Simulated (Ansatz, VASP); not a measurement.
# Cross-check of PtSe2 (Sudovikovite) between VASP and Ansatz

One calculation is typed for both programs; each brings its own data sets. How far apart do they land? The cell is taken from a series of runs on this material, whose earlier steps may have relaxed, scaled, displaced or heated it; both programs get it as it stands.

Main program and level: Ansatz 0.2.0; plane waves, with VASP 6.6.1 beside it; zone-centre phonons at LDA.

### Step 1. The starting structure

It takes space group P-3m1 (No. 164, trigonal). The conventional cell has a = 3.740 Å, b = 3.740 Å, c = 4.741 Å, α = 90.00°, β = 90.00°, γ = 120.00°. Nearest to Pt lie 6 Se at 2.50 Å. Se has 3 Pt at 2.50 Å nearest. Farther neighbours and most contacts between anions are not listed.

Coordinates:

```
Pt Se
1.0
     3.74010    0.00000    0.00000
    -1.87005    3.23902    0.00000
     0.00000    0.00000    4.74084
Pt Se
1 2
Cartesian
  0.0000 0.0000 0.0000
  0.0000 2.1593 1.2559
  1.8700 1.0797 3.4850
```

### Step 2. VASP: zone-centre phonons, LDA

Second derivatives magnify differences that forces hide, and they need a tight electronic threshold.

Lines of VASP's logs that name or quote its potential files are left out, and so is its time.

Input file INCAR:

```
SYSTEM = PtSe2
PREC = Accurate
ENCUT = 500
EDIFF = 1E-08
NELM = 120
ISMEAR = 0
SIGMA = 0.1
LREAL = .FALSE.
ALGO = Normal
GGA = CA
NBANDS = 17
LASPH = .TRUE.
LORBIT = 11
LWAVE = .FALSE.
LCHARG = .FALSE.
ISIF = 2
IBRION = 8
GGA_COMPAT = .FALSE.
KPAR = 2
```

Input file POSCAR:

```
PtSe2
1.0
    3.7400957274      0.0000000000      0.0000000000
   -1.8700478637      3.2390179125      0.0000000000
    0.0000000000      0.0000000000      4.7408356918
Pt Se
1 2
Direct
    0.0000000000      0.0000000000      0.0000000000
    0.3333333333      0.6666666667      0.2649079117
    0.6666666667      0.3333333333      0.7350920883
```

Input file KPOINTS:

```
Automatic mesh
0
Gamma
9 9 4
0 0 0
```

The projector-augmented-wave data sets are Pt and Se (LDA family, release 64).

Command:

```
$ mpirun -np 2 vasp_std
```

Numbers of over 12 decimals in the logs are rounded to 6 here.

The program printed:

```text
[banner, memory and clock lines left out]
running    2 mpi-ranks, on    1 nodes
 distrk:  each k-point on    1 cores,    2 groups
 distr:  one band on    1 cores,    1 groups

 POSCAR found type information on POSCAR PtSe
 POSCAR found :  2 types and       3 ions
 LDA part: xc-table for (Slater(with rela. corr.)+CA(PZ))
 , standard interpolation
 POSCAR, INCAR and KPOINTS ok, starting setup
 FFT: planning ... GRIDC
 FFT: planning ... GRID_SOFT
 FFT: planning ... GRID
 WAVECAR not read
 entering main loop
       N       E                     dE             d eps       ncg     rms          rms(c)
DAV:   1     0.106169031102E+03    0.10617E+03   -0.10042E+04  1478   0.111E+03
DAV:   2    -0.132330977571E+02   -0.11940E+03   -0.11628E+03  1847   0.216E+02
DAV:   3    -0.178563623209E+02   -0.46233E+01   -0.45976E+01  1757   0.437E+01
DAV:   4    -0.178885314220E+02   -0.32169E-01   -0.32156E-01  1872   0.395E+00
DAV:   5    -0.178888423052E+02   -0.31088E-03   -0.31087E-03  1811   0.366E-01    0.132E+01
DAV:   6    -0.173223176064E+02    0.56652E+00   -0.44219E+00  1499   0.189E+01    0.813E+00
DAV:   7    -0.171193871648E+02    0.20293E+00   -0.82173E-01  1492   0.923E+00    0.403E+00
DAV:   8    -0.170906239001E+02    0.28763E-01   -0.57766E-02  1635   0.175E+00    0.806E-01
DAV:   9    -0.170881021932E+02    0.25217E-02   -0.58811E-03  1665   0.721E-01    0.212E-01
DAV:  10    -0.170880826727E+02    0.19520E-04   -0.95616E-04  1727   0.205E-01    0.389E-02
DAV:  11    -0.170880760267E+02    0.66461E-05   -0.51690E-05  1754   0.638E-02    0.237E-02
DAV:  12    -0.170880753281E+02    0.69852E-06   -0.38237E-06  1675   0.136E-02    0.325E-03
DAV:  13    -0.170880751828E+02    0.14532E-06   -0.58361E-07  1758   0.623E-03    0.145E-03
DAV:  14    -0.170880751795E+02    0.32987E-08   -0.67294E-08  1737   0.192E-03
   1 F= -.17088075E+02 E0= -.17085759E+02  d E =-.463301E-02
 Linear response reoptimize wavefunctions to high precision
DAV:   1    -0.170880751796E+02   -0.69576E-10   -0.63525E-09  1548   0.622E-04
DAV:   2    -0.170880751796E+02    0.12278E-10   -0.13611E-10   813   0.770E-05
 Linear response DOF=           4
 Linear response progress:
  Degree of freedom:   1/  4
       N       E                     dE             d eps       ncg     rms          rms(c)
RMM:   1    -0.257408367153E+00   -0.25741E+00   -0.25939E-01  5500   0.330E+00
RMM:   2    -0.249592049125E+00    0.78163E-02   -0.71882E-03  4850   0.506E-01    0.190E-01
RMM:   3    -0.249448862640E+00    0.14319E-03   -0.36612E-04  5299   0.114E-01    0.114E-01
RMM:   4    -0.249913615515E+00   -0.46475E-03   -0.47959E-04  5485   0.117E-01    0.206E-02
RMM:   5    -0.249966028566E+00   -0.52413E-04   -0.33070E-05  5358   0.348E-02    0.886E-03
RMM:   6    -0.250009106317E+00   -0.43078E-04   -0.54958E-07  5615   0.528E-03    0.136E-03
RMM:   7    -0.249991083738E+00    0.18023E-04   -0.23166E-07  5607   0.179E-03    0.805E-04
RMM:   8    -0.249986122292E+00    0.49614E-05   -0.30678E-07  5615   0.850E-04    0.301E-04
RMM:   9    -0.249982813218E+00    0.33091E-05   -0.14171E-07  5558   0.858E-04    0.162E-04
RMM:  10    -0.249983317296E+00   -0.50408E-06   -0.25858E-07  5501   0.396E-04    0.243E-05
RMM:  11    -0.249983549861E+00   -0.23256E-06   -0.62850E-08  5824   0.140E-04    0.141E-05
RMM:  12    -0.249983566755E+00   -0.16894E-07   -0.19927E-08  5922   0.110E-04    0.185E-06
RMM:  13    -0.249983591528E+00   -0.24773E-07   -0.15619E-08  6197   0.940E-05    0.159E-06
RMM:  14    -0.249983573305E+00    0.18223E-07   -0.61056E-09  5410   0.867E-05    0.117E-06
RMM:  15    -0.249983569919E+00    0.33858E-08    0.91650E-10  5372   0.861E-05    0.154E-07
 first order change of Fermi-energy  -0.58989E-04
 force on displaced ion       1 direction 1 : -15.574   0.000   0.000
 Linear response progress:
  Degree of freedom:   2/  4
       N       E                     dE             d eps       ncg     rms          rms(c)
RMM:   1    -0.271598508115E+00   -0.27160E+00   -0.26835E-01  2533   0.332E+00
RMM:   2    -0.262814445485E+00    0.87841E-02   -0.71802E-03  2202   0.534E-01    0.203E-01
RMM:   3    -0.262489358667E+00    0.32509E-03   -0.66337E-04  2386   0.142E-01    0.116E-01
RMM:   4    -0.262745311736E+00   -0.25595E-03   -0.43562E-04  2460   0.108E-01    0.352E-02
RMM:   5    -0.262884521203E+00   -0.13921E-03   -0.89475E-06  2485   0.201E-02    0.141E-02
RMM:   6    -0.262937706275E+00   -0.53185E-04   -0.34662E-06  2331   0.102E-02    0.214E-03
RMM:   7    -0.262916862236E+00    0.20844E-04   -0.15863E-07  2526   0.205E-03    0.658E-04
RMM:   8    -0.262909322725E+00    0.75395E-05    0.55959E-09  2536   0.547E-04    0.114E-04
RMM:   9    -0.262909029560E+00    0.29316E-06   -0.14273E-08  2568   0.174E-04    0.547E-05
RMM:  10    -0.262909132139E+00   -0.10258E-06    0.65821E-08  2605   0.114E-04    0.149E-05
RMM:  11    -0.262909009922E+00    0.12222E-06    0.11875E-07  2675   0.711E-05    0.429E-06
RMM:  12    -0.262909047218E+00   -0.37296E-07    0.42283E-08  2551   0.646E-05    0.107E-06
RMM:  13    -0.262909057334E+00   -0.10116E-07    0.16932E-08  2421   0.631E-05    0.341E-07
RMM:  14    -0.262909056764E+00    0.57015E-09   -0.90811E-09  1714   0.622E-05    0.166E-07
 first order change of Fermi-energy  -0.29105E-03
 force on displaced ion       1 direction 3 :  -0.000  -0.000 -15.584
 Linear response progress:
  Degree of freedom:   3/  4
       N       E                     dE             d eps       ncg     rms          rms(c)
RMM:   1    -0.781634296875E-01   -0.78163E-01    0.58486E-02 13451   0.153E+00
RMM:   2    -0.767299925574E-01    0.14334E-02   -0.16382E-03  8697   0.244E-01    0.108E-01
RMM:   3    -0.766088216631E-01    0.12117E-03   -0.50730E-05  9403   0.390E-02    0.617E-02
RMM:   4    -0.765520690534E-01    0.56753E-04   -0.30407E-05  9653   0.298E-02    0.665E-03
RMM:   5    -0.765543646613E-01   -0.22956E-05   -0.16281E-06  9672   0.513E-03    0.128E-03
RMM:   6    -0.765539078413E-01    0.45682E-06   -0.16424E-09  9789   0.144E-03    0.362E-04
RMM:   7    -0.765527612660E-01    0.11466E-05    0.70124E-08  9904   0.452E-04    0.767E-05
RMM:   8    -0.765525901603E-01    0.17111E-06    0.30525E-08  9983   0.120E-04    0.367E-05
RMM:   9    -0.765525092394E-01    0.80921E-07   -0.77091E-09 10034   0.795E-05    0.174E-05
RMM:  10    -0.765524554650E-01    0.53774E-07   -0.13372E-08 10174   0.704E-05    0.302E-06
RMM:  11    -0.765524655905E-01   -0.10126E-07   -0.41744E-08  9930   0.625E-05    0.103E-06
RMM:  12    -0.765524673373E-01   -0.17468E-08   -0.81168E-09  8119   0.605E-05    0.383E-07
 first order change of Fermi-energy  -0.25284E-04
 force on displaced ion       2 direction 1 :  -7.920   0.002   0.000
 Linear response progress:
  Degree of freedom:   4/  4
       N       E                     dE             d eps       ncg     rms          rms(c)
RMM:   1    -0.918172410499E-01   -0.91817E-01    0.52909E-02  3391   0.150E+00
RMM:   2    -0.895047226675E-01    0.23125E-02   -0.18985E-03  2294   0.259E-01    0.155E-01
RMM:   3    -0.893100243025E-01    0.19470E-03   -0.25591E-04  2482   0.789E-02    0.106E-01
RMM:   4    -0.892008266089E-01    0.10920E-03   -0.58639E-05  2437   0.480E-02    0.591E-02
RMM:   5    -0.891512964456E-01    0.49530E-04   -0.23298E-05  2492   0.238E-02    0.873E-03
RMM:   6    -0.891585551131E-01   -0.72587E-05    0.38997E-07  2514   0.387E-03    0.281E-03
RMM:   7    -0.891634226238E-01   -0.48675E-05   -0.26482E-07  2491   0.220E-03    0.749E-04
RMM:   8    -0.891620446514E-01    0.13780E-05   -0.17311E-08  2562   0.545E-04    0.145E-04
RMM:   9    -0.891618027392E-01    0.24191E-06   -0.30335E-08  2576   0.128E-04    0.477E-05
RMM:  10    -0.891617658372E-01    0.36902E-07    0.16092E-08  2623   0.981E-05    0.835E-06
RMM:  11    -0.891617763462E-01   -0.10509E-07    0.96341E-09  2664   0.724E-05    0.291E-06
RMM:  12    -0.891617735851E-01    0.27611E-08   -0.59319E-09  2429   0.682E-05    0.470E-07
 first order change of Fermi-energy  -0.70990E+00
 force on displaced ion       2 direction 3 :   0.000  -0.000 -10.129
 Linear response finished
```

From OUTCAR (step 2):

```text
ion  position               nearest neighbor table
   1  0.000  0.000  0.000-   2 2.50   3 2.50   2 2.50   3 2.50   3 2.50   2 2.50
   2  0.333  0.667  0.265-   1 2.50   1 2.50   1 2.50
   3  0.667  0.333  0.735-   1 2.50   1 2.50   1 2.50

  LATTYP: Found a hexagonal cell.
 ALAT       =     3.7400957274
 C/A-ratio  =     1.2675706820

 Subroutine GETGRP returns: Found 12 space group operations
 (whereof 12 operations were pure point group operations)

The static configuration has the point symmetry D_3d.

 Found     43 irreducible k-points:

   k-points           NKPTS =     43   k-points in BZ     NKDIM =     43   number of bands    NBANDS=     17

   dimension x,y,z NGX =    28 NGY =   28 NGZ =   36
   dimension x,y,z NGXF=    56 NGYF=   56 NGZF=   72

   ENCUT  =  500.0 eV  36.75 Ry    6.06 a.u.   6.82  6.82  8.64*2*pi/ulx,y,z

   NELECT =      22.0000    total number of electrons

 k-points in reciprocal lattice and weights: Automatic mesh
   0.00000000  0.00000000  0.00000000       0.003
   0.11111111  0.00000000  0.00000000       0.019
   0.22222222  0.00000000  0.00000000       0.019
   0.33333333  0.00000000  0.00000000       0.019
   0.44444444  0.00000000  0.00000000       0.019
   0.11111111  0.11111111  0.00000000       0.019
   0.22222222  0.11111111  0.00000000       0.037
   0.33333333  0.11111111  0.00000000       0.037
   0.44444444  0.11111111  0.00000000       0.019
[...]
0.33333333  0.22222222  0.50000000       0.037
   0.33333333  0.33333333  0.50000000       0.006

 average (electrostatic) potential at core
       1 -67.9613       2 -58.2161       3 -58.2161

  Total        0.3504313      0.3504313      0.3383101      0.0000000      0.0000000      0.0000000
  in kB        9.7760303      9.7760303      9.4378814      0.0000000      0.0000000      0.0000000
  external PRESSURE =       9.6633140 kB  Pullay stress =       0.0000000 kB

  energy-cutoff  :      500.00
  volume of cell :       57.43
      direct lattice vectors                 reciprocal lattice vectors
     3.740095727  0.000000000  0.000000000     0.267372836  0.154367779  0.000000000
    -1.870047864  3.239017913  0.000000000     0.000000000  0.308735557  0.000000000
     0.000000000  0.000000000  4.740835692     0.000000000  0.000000000  0.210933275

 POSITION                                       TOTAL-FORCE (eV/Angst)
 -----------------------------------------------------------------------------------
      0.00000      0.00000      0.00000         0.000000      0.000000      0.000000
     -0.00000      2.15935      1.25588        -0.000000      0.000000      0.116992
      1.87005      1.07967      3.48495         0.000000     -0.000000     -0.116992
 -----------------------------------------------------------------------------------
    total drift:                               -0.000000      0.000000      0.000000

 Eigenvectors and eigenvalues of the dynamical matrix
 ----------------------------------------------------

   1 f  =    6.605610 THz    41.504271 2PiTHz  220.339427 cm-1    27.318595 meV
             X         Y         Z           dx          dy          dz
      0.000000  0.000000  0.000000     0.000000    0.000000   -0.668923
     -0.000000  2.159345  1.255885    -0.000000   -0.000000    0.525615
      1.870048  1.079673  3.484951    -0.000000   -0.000000    0.525615

   2 f  =    6.605244 THz    41.501972 2PiTHz  220.327225 cm-1    27.317082 meV
             X         Y         Z           dx          dy          dz
      0.000000  0.000000  0.000000     0.668735    0.000029    0.000000
     -0.000000  2.159345  1.255885    -0.525735   -0.000023   -0.000000
      1.870048  1.079673  3.484951    -0.525735   -0.000023   -0.000000

   3 f  =    6.605244 THz    41.501972 2PiTHz  220.327225 cm-1    27.317082 meV
             X         Y         Z           dx          dy          dz
      0.000000  0.000000  0.000000     0.000029   -0.668735   -0.000000
     -0.000000  2.159345  1.255885    -0.000023    0.525735    0.000000
      1.870048  1.079673  3.484951    -0.000023    0.525735    0.000000

   4 f  =    6.212563 THz    39.034686 2PiTHz  207.228801 cm-1    25.693085 meV
             X         Y         Z           dx          dy          dz
      0.000000  0.000000  0.000000    -0.000000   -0.000000    0.000000
     -0.000000  2.159345  1.255885     0.000000    0.000000    0.707107
      1.870048  1.079673  3.484951     0.000000    0.000000   -0.707107

   5 f  =    4.991079 THz    31.359873 2PiTHz  166.484467 cm-1    20.641434 meV
             X         Y         Z           dx          dy          dz
      0.000000  0.000000  0.000000    -0.000000   -0.000000    0.000000
     -0.000000  2.159345  1.255885     0.707107    0.000027   -0.000000
      1.870048  1.079673  3.484951    -0.707107   -0.000027    0.000000

   6 f  =    4.991079 THz    31.359873 2PiTHz  166.484467 cm-1    20.641434 meV
             X         Y         Z           dx          dy          dz
      0.000000  0.000000  0.000000     0.000000   -0.000000    0.000000
     -0.000000  2.159345  1.255885     0.000027   -0.707107    0.000000
      1.870048  1.079673  3.484951    -0.000027    0.707107    0.000000

   7 f/i=    0.000611 THz     0.003839 2PiTHz    0.020382 cm-1     0.002527 meV
             X         Y         Z           dx          dy          dz
      0.000000  0.000000  0.000000    -0.000000    0.000000    0.743332
     -0.000000  2.159345  1.255885    -0.000000    0.000000    0.473000
      1.870048  1.079673  3.484951    -0.000000    0.000000    0.473000

   8 f/i=    0.001059 THz     0.006654 2PiTHz    0.035323 cm-1     0.004379 meV
             X         Y         Z           dx          dy          dz
      0.000000  0.000000  0.000000     0.307762   -0.676814    0.000000
     -0.000000  2.159345  1.255885     0.195736   -0.430454    0.000000
      1.870048  1.079673  3.484951     0.195736   -0.430454    0.000000

   9 f/i=    0.001059 THz     0.006654 2PiTHz    0.035323 cm-1     0.004379 meV
             X         Y         Z           dx          dy          dz
      0.000000  0.000000  0.000000    -0.676814   -0.307762   -0.000000
     -0.000000  2.159345  1.255885    -0.430454   -0.195736   -0.000000
      1.870048  1.079673  3.484951    -0.430454   -0.195736   -0.000000

 ELASTIC MODULI CONTR FROM IONIC RELAXATION (kBar)
 Direction    XX          YY          ZZ          XY          YZ          ZX
 --------------------------------------------------------------------------------
 XX        -646.6363   -398.8758   -568.4009     -0.0000    252.3673      0.0000
 YY        -398.8758   -646.6363   -568.4009      0.0000   -252.3673     -0.0000
 ZZ        -568.4009   -568.4009   -618.0312      0.0000     -0.0000     -0.0000
 XY          -0.0000      0.0000      0.0000   -123.8803      0.0000    229.8925
 YZ         252.3673   -252.3673     -0.0000      0.0000   -514.1196     -0.0000
 ZX           0.0000     -0.0000     -0.0000    229.8925     -0.0000   -426.6261
 --------------------------------------------------------------------------------
```

(Continued in part 2 of 2.)

[Lines on the potential files, build, host, timing and source positions are cut from VASP's logs without a mark.]

[Logs are printed without paths, hosts, clocks, repeated set-up lines and the standing remarks that a program may print on its own settings, such as how far it seeks lower states.]

[Hosts, paths, dates, database ids (printed as entryN), source tags and the programs' standing remarks are cut or masked in the printed files.]
